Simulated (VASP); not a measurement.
## FePt: cell size against the level of theory

How close do the usual functionals, with and without dispersion, come to the cell of FePt? The levels: PBE, LDA, r2SCAN and PBE + D3(BJ). The start is a cell from a database of measured crystal structures.

Program: VASP 6.6.1. Level of theory: PBE, spin-polarised from a ferromagnetic start (one magnetic atom a cell); plane waves and PAW (Fe, Pt), in the first sound run; inputs show where later runs differ. Results are calculated unless marked as measured.

**1. Set-up**

Before any relaxation, the start is as follows. It takes space group P4/mmm (No. 123, tetragonal). The conventional cell has a = 2.722 Å, b = 2.722 Å, c = 3.700 Å, α = 90.00°, β = 90.00°, γ = 90.00°. Nearest to Fe lie 8 Pt at 2.67 Å and 4 Fe at 2.72 Å. Pt has 8 Fe at 2.67 Å and 4 Pt at 2.72 Å nearest. Farther neighbours are not listed.

As a file:

```xyz
2
Lattice="2.7217 0.0000 0.0000 0.0000 2.7217 0.0000 0.0000 0.0000 3.7000" Properties=species:S:1:pos:R:3 pbc="T T T"
Fe    1.3608    1.3608    1.8500
Pt    0.0000    0.0000    0.0000
```

**2. Relaxation with PBE**

The start need not lie at this functional's minimum. ISIF = 3 frees volume, shape and positions, and EDIFFG sets the threshold on forces and stress at which the search stops. PBE, the usual starting point, adds the gradient of the density.

Contents of INCAR:

```
SYSTEM = FePt
PREC = Accurate
ENCUT = 520
EDIFF = 1E-06
NELM = 100
ISMEAR = -1
SIGMA = 0.05
LREAL = .FALSE.
ALGO = Normal
GGA = PE
NBANDS = 18
ISPIN = 2
MAGMOM = 3 0
LASPH = .TRUE.
LMAXMIX = 4
LORBIT = 11
LWAVE = .FALSE.
LCHARG = .FALSE.
KPAR = 2
IBRION = 2
NSW = 60
ISIF = 3
EDIFFG = -0.01
```

Contents of POSCAR:

```
FePt
1.0
    2.7216540008      0.0000000000      0.0000000000
    0.0000000000      2.7216540008      0.0000000000
    0.0000000000      0.0000000000      3.7000000000
Fe Pt
1 1
Direct
    0.5000000000      0.5000000000      0.5000000000
    0.0000000000      0.0000000000      0.0000000000
```

Contents of KPOINTS:

```
Automatic mesh
0
Gamma
10 10 7
0 0 0
```

PAW data sets: Fe and Pt (PBE family, release 64).

Started as:

```sh
> mpirun -np 2 vasp_std
```

Output:

```text
[banner, memory and clock lines left out]
running    2 mpi-ranks, on    1 nodes
 distrk:  each k-point on    1 cores,    2 groups
 distr:  one band on    1 cores,    1 groups

 POSCAR found type information on POSCAR FePt
 POSCAR found :  2 types and       2 ions
 LDA part: xc-table for (Slater+PW92), standard interpolation
 POSCAR, INCAR and KPOINTS ok, starting setup
 FFT: planning ... GRIDC
 FFT: planning ... GRID_SOFT
 FFT: planning ... GRID
 WAVECAR not read
 entering main loop
       N       E                     dE             d eps       ncg     rms          rms(c)
DAV:   1     0.956023189438E+02    0.95602E+02   -0.81354E+03  6160   0.109E+03
DAV:   2    -0.124651503774E+02   -0.10807E+03   -0.95489E+02  6118   0.232E+02
DAV:   3    -0.161626059181E+02   -0.36975E+01   -0.35906E+01  7134   0.510E+01
DAV:   4    -0.162061838826E+02   -0.43578E-01   -0.43538E-01  6924   0.461E+00
DAV:   5    -0.162073130439E+02   -0.11292E-02   -0.11291E-02  6978   0.844E-01    0.169E+01
DAV:   6    -0.173120479277E+02   -0.11047E+01   -0.11443E+01  6528   0.695E+01    0.237E+01
DAV:   7    -0.149408919103E+02    0.23712E+01   -0.81407E+00  7714   0.664E+01    0.868E+00
DAV:   8    -0.148866550958E+02    0.54237E-01   -0.37266E-01  7154   0.856E+00    0.402E+00
DAV:   9    -0.148111887139E+02    0.75466E-01   -0.99976E-02  8686   0.620E+00    0.175E+00
DAV:  10    -0.148025635059E+02    0.86252E-02   -0.30074E-02  9118   0.289E+00    0.621E-01
DAV:  11    -0.148018437293E+02    0.71978E-03   -0.23801E-03  8564   0.756E-01    0.246E-01
DAV:  12    -0.148017347738E+02    0.10896E-03   -0.23718E-04  7820   0.197E-01    0.795E-02
DAV:  13    -0.148017329864E+02    0.17874E-05   -0.31052E-05  8034   0.990E-02    0.363E-02
DAV:  14    -0.148017318313E+02    0.11552E-05   -0.58269E-06  7148   0.455E-02    0.117E-02
DAV:  15    -0.148017323601E+02   -0.52888E-06   -0.11341E-06  3822   0.219E-02
   1 F= -.14801732E+02 E0= -.14796177E+02  d E =-.148017E+02  mag=     3.2695
 curvature:   0.00 expect dE= 0.000E+00 dE for cont linesearch  0.000E+00
 trial: gam= 0.00000 g(F)=  0.000E+00 g(S)=  0.426E-01 ort = 0.000E+00 (trialstep = 0.100E+01)
 search vector abs. value=  0.426E-01
 bond charge predicted
       N       E                     dE             d eps       ncg     rms          rms(c)
DAV:   1    -0.153119908409E+02   -0.51026E+00   -0.74367E+00  6466   0.341E+01    0.529E+00
DAV:   2    -0.147931734811E+02    0.51882E+00   -0.10618E+00  6792   0.125E+01    0.333E+00
DAV:   3    -0.147973432699E+02   -0.41698E-02   -0.35649E-02  7164   0.304E+00    0.210E+00
DAV:   4    -0.147948254189E+02    0.25179E-02   -0.25158E-02  7702   0.377E+00    0.926E-01
DAV:   5    -0.147924352295E+02    0.23902E-02   -0.16397E-02  7314   0.296E+00    0.771E-01
DAV:   6    -0.147908991454E+02    0.15361E-02   -0.30974E-03  8414   0.102E+00    0.971E-02
DAV:   7    -0.147909588484E+02   -0.59703E-04   -0.22465E-04  7008   0.150E-01    0.594E-02
DAV:   8    -0.147909746745E+02   -0.15826E-04   -0.12279E-05  6860   0.310E-02    0.296E-02
DAV:   9    -0.147909779599E+02   -0.32854E-05   -0.29964E-06  6470   0.268E-02    0.507E-03
DAV:  10    -0.147909780516E+02   -0.91754E-07   -0.47556E-07  3232   0.996E-03
   2 F= -.14790978E+02 E0= -.14785121E+02  d E =0.107543E-01  mag=     3.3651
[...]
3 F= -.14809871E+02 E0= -.14804141E+02  d E =-.813859E-02  mag=     3.3066
[...]
4 F= -.14809871E+02 E0= -.14804142E+02  d E =-.813898E-02  mag=     3.3057
[...]
5 F= -.14810098E+02 E0= -.14804348E+02  d E =-.226647E-03  mag=     3.3010
[...]
6 F= -.14810190E+02 E0= -.14804427E+02  d E =-.319085E-03  mag=     3.2967
 curvature:  -0.91 expect dE=-0.103E-04 dE for cont linesearch -0.539E-05
 ZBRENT: extrapolating
 opt :   1.9560  next Energy=   -14.810196 (dE=-0.324E-03)
 bond charge predicted
       N       E                     dE             d eps       ncg     rms          rms(c)
DAV:   1    -0.148102260921E+02   -0.35150E-04   -0.19976E-03  6492   0.310E-01    0.409E-02
DAV:   2    -0.148102214594E+02    0.46327E-05   -0.11023E-04  7548   0.228E-01    0.598E-02
DAV:   3    -0.148101993089E+02    0.22151E-04   -0.57785E-05  7454   0.183E-01    0.197E-02
DAV:   4    -0.148101946224E+02    0.46865E-05   -0.75960E-06  7066   0.242E-02    0.795E-03
DAV:   5    -0.148101944091E+02    0.21326E-06   -0.53529E-07  3128   0.138E-02
   7 F= -.14810194E+02 E0= -.14804429E+02  d E =-.323071E-03  mag=     3.2955
 curvature:  -0.87 expect dE=-0.252E-05 dE for cont linesearch -0.229E-09
 trial: gam=-0.02672 g(F)=  0.756E-63 g(S)=  0.291E-05 ort = 0.283E-06 (trialstep = 0.109E+01)
 search vector abs. value=  0.311E-05
 reached required accuracy - stopping structural energy minimisation
```

Run time: 77 s. Hardware: 2 MPI ranks of Intel Xeon Platinum 8488C (Sapphire Rapids), shared host; peak memory 0.39 GiB; 2.5 min of CPU time.

Lines that name or quote the potential files are left out of all logs, and their timing lines are given in words.

Parts of OUTCAR (step 2):

```text
ion  position               nearest neighbor table
   1  0.500  0.500  0.500-   2 2.67   2 2.67   2 2.67   2 2.67   2 2.67   2 2.67   2 2.67   2 2.67

  LATTYP: Found a simple tetragonal cell.
 ALAT       =     2.7216540008
 C/A-ratio  =     1.3594674411

 Subroutine GETGRP returns: Found 16 space group operations
 (whereof 16 operations were pure point group operations)

The static configuration has the point symmetry D_4h.

 Found     84 irreducible k-points:

   k-points           NKPTS =     84   k-points in BZ     NKDIM =     84   number of bands    NBANDS=     18

   dimension x,y,z NGX =    20 NGY =   20 NGZ =   28
   dimension x,y,z NGXF=    40 NGYF=   40 NGZF=   56

   ENCUT  =  520.0 eV  38.22 Ry    6.18 a.u.   5.06  5.06  6.88*2*pi/ulx,y,z

   NELECT =      18.0000    total number of electrons

 k-points in reciprocal lattice and weights: Automatic mesh
   0.00000000  0.00000000  0.00000000       0.001
   0.10000000  0.00000000  0.00000000       0.006
   0.20000000  0.00000000  0.00000000       0.006
   0.30000000  0.00000000  0.00000000       0.006
   0.40000000  0.00000000  0.00000000       0.006
   0.50000000  0.00000000  0.00000000       0.003
   0.10000000  0.10000000  0.00000000       0.006
   0.20000000  0.10000000  0.00000000       0.011
   0.30000000  0.10000000  0.00000000       0.011
[...]
0.50000000  0.40000000  0.42857143       0.011
   0.50000000  0.50000000  0.42857143       0.003

 average (electrostatic) potential at core
       1 -41.1537       2 -65.6446

 E-fermi :   8.5238

 spin component 1
 k-point     1 :       0.0000    0.0000    0.0000
  band No.  band energies     occupation
    ...
      7       6.3769      1.00000
      8       6.5443      1.00000
      9       7.9757      0.99998
     10       8.0766      0.99987
     11       8.0766      0.99987
     12      10.7301      0.00000
     13      18.0323      0.00000
     14      20.1298      0.00000
     15      20.1298      0.00000
     16      25.6827      0.00000
    ...

 k-point     2 :       0.1000    0.0000    0.0000
  band No.  band energies     occupation
    ...
      7       6.3187      1.00000
      8       6.5453      1.00000
      9       7.3718      1.00000
     10       7.7506      1.00000
     11       8.0113      0.99996
     12      11.6774      0.00000
     13      17.7631      0.00000
     14      18.9887      0.00000
     15      20.5997      0.00000
     16      25.9011      0.00000
    ...

 k-point     3 :       0.2000    0.0000    0.0000
  band No.  band energies     occupation
    ...
      7       6.1713      1.00000
      8       6.3335      1.00000
      9       6.6554      1.00000
     10       7.2114      1.00000
     11       7.8204      1.00000
     12      13.4638      0.00000
     13      15.8702      0.00000
     14      18.3008      0.00000
     15      21.8722      0.00000
     16      25.0814      0.00000
    ...

 k-point     4 :       0.3000    0.0000    0.0000
  band No.  band energies     occupation
    ...
      7       5.7026      1.00000
      8       6.0016      1.00000
      9       6.6178      1.00000
     10       7.1299      1.00000
     11       7.5214      1.00000
     12      13.4773      0.00000
     13      15.4884      0.00000
     14      18.2617      0.00000
     15      23.2848      0.00000
     16      23.6837      0.00000
    ...

 k-point     5 :       0.4000    0.0000    0.0000
  band No.  band energies     occupation
    ...
      7       5.8882      1.00000
      8       6.0839      1.00000
      9       6.1662      1.00000
     10       7.1564      1.00000
     11       7.9679      0.99999
     12      11.4972      0.00000
     13      17.5588      0.00000
     14      18.5104      0.00000
     15      21.6913      0.00000
     16      22.9526      0.00000
    ...

 k-point     6 :       0.5000    0.0000    0.0000
  band No.  band energies     occupation
    ...
      6       5.0815      1.00000
      7       5.8793      1.00000
      8       5.9696      1.00000
      9       6.3404      1.00000
     10       6.9060      1.00000
     11       8.6100      0.15142
     12      10.5043      0.00000
     13      18.8375      0.00000
     14      18.9090      0.00000
     15      20.8290      0.00000
    ...

  Total        0.0061813      0.0061813      0.0066553      0.0000000      0.0000000     -0.0000000
  in kB        0.3539202      0.3539202      0.3810600      0.0000000      0.0000000     -0.0000000
  external PRESSURE =       0.3629668 kB  Pullay stress =       0.0000000 kB

  energy-cutoff  :      520.00
  volume of cell :       27.98
      direct lattice vectors                 reciprocal lattice vectors
     2.732830286  0.000000000  0.000000000     0.365921003 -0.000000000 -0.000000000
     0.000000000  2.732830286  0.000000000     0.000000000  0.365921003 -0.000000000
     0.000000000  0.000000000  3.746791571    -0.000000000 -0.000000000  0.266895017

 POSITION                                       TOTAL-FORCE (eV/Angst)
 -----------------------------------------------------------------------------------
      1.36642      1.36642      1.87340        -0.000000      0.000000      0.000000
      2.73283      0.00000      0.00000         0.000000     -0.000000      0.000000
 -----------------------------------------------------------------------------------
    total drift:                               -0.000000      0.000000     -0.000000

  FREE ENERGIE OF THE ION-ELECTRON SYSTEM (eV)
  ---------------------------------------------------
  free  energy   TOTEN  =       -14.8101944091 eV

  energy  without entropy=      -14.7986628441  energy(sigma->0) =      -14.80442863

 reached required accuracy - stopping structural energy minimisation

 total charge
# of ion       s       p       d       tot
------------------------------------------
    1        0.404   0.441   6.112   6.957
    2        0.707   0.649   8.047   9.404
--------------------------------------------------
tot          1.112   1.090  14.160  16.361

 magnetization (x)
# of ion       s       p       d       tot
------------------------------------------
    1        0.005  -0.007   2.942   2.940
    2       -0.025  -0.065   0.426   0.335
--------------------------------------------------
tot         -0.021  -0.072   3.368   3.275

[... 6 further parts left out ...]
```

The cell holds one magnetic atom, so no antiferromagnetic order fits into it. The k-mesh is coarse for a metal. The run keeps the 16 symmetry operations of its start, so it cannot find a distortion of lower symmetry.

The steps of the relaxation:

| step | energy less that of the first step (eV) | largest force (eV/Å) | pressure (GPa) | volume (Å³) |
| --- | --- | --- | --- | --- |
| 1 | 0.0000 | 0.0000 | 4.44 | 27.41 |
| 2 | 0.0108 | 0.0000 | -6.20 | 28.94 |
| 3 | -0.0081 | 0.0000 | -0.10 | 28.00 |
| 4 | -0.0081 | 0.0000 | 0.15 | 27.99 |
| 5 | -0.0084 | 0.0000 | 0.03 | 27.99 |
| 6 | -0.0085 | 0.0000 | 0.05 | 27.98 |
| 7 | -0.0085 | 0.0000 | 0.04 | 27.98 |

| conventional cell, symmetrised | before | after | change |
| --- | --- | --- | --- |
| a (Å) | 2.722 | 2.733 | +0.4 % |
| b (Å) | 2.722 | 2.733 | +0.4 % |
| c (Å) | 3.700 | 3.747 | +1.3 % |
| volume (Å³/atom) | 13.70 | 13.99 | +2.1 % |

The relaxed structure:

```cif
data_structure
_symmetry_space_group_name_H-M 'P 1'
_symmetry_Int_Tables_number 1
_cell_length_a 2.7328
_cell_length_b 2.7328
_cell_length_c 3.7468
_cell_angle_alpha 90.000
_cell_angle_beta 90.000
_cell_angle_gamma 90.000
_cell_volume 27.98
loop_
_atom_site_label
_atom_site_type_symbol
_atom_site_fract_x
_atom_site_fract_y
_atom_site_fract_z
_atom_site_occupancy
Fe1 Fe 0.50000 0.50000 0.50000 1
Pt2 Pt 0.00000 0.00000 0.00000 1
```

This step gave:

* electrons: 18
* bands: 18
* irreducible k points: 84
* symmetry operations: 16
* free energy (TOTEN): -14.81 eV
* energy at zero smearing: -14.80 eV
* Fermi energy: 8.524 eV
* pressure: 0.03630 GPa
* moment of the cell, from the last line of the log: 3.296 μB
* metallic: yes
* SCF cycles over all ionic steps: 55

Spin moment in the PAW sphere by atom:

| atom | spin moment in the PAW sphere (μB) |
| --- | --- |
| Fe1 | 2.94 |
| Pt2 | 0.34 |

It ends with forces that vanish by symmetry and a pressure of 0.04 GPa. The volume lies +2.1 % from that of the database's start. The conventional cell has a = 2.733 and c = 3.747 Å. The largest moment is 2.94 μB.

(Part 1 of 3 ends here.)

[Lines on the potential files, build, host, timing and source positions are cut from VASP's logs without a mark.]

[Logs are printed without paths, hosts, clocks, repeated set-up lines and the standing remarks that a program may print on its own settings, such as how far it seeks lower states.]

[Hosts, paths, dates, database ids (printed as entryN), source tags and the programs' standing remarks are cut or masked in the printed files.]

[A measured line is paired with the nearest computed mode of its activity, which favours agreement.]
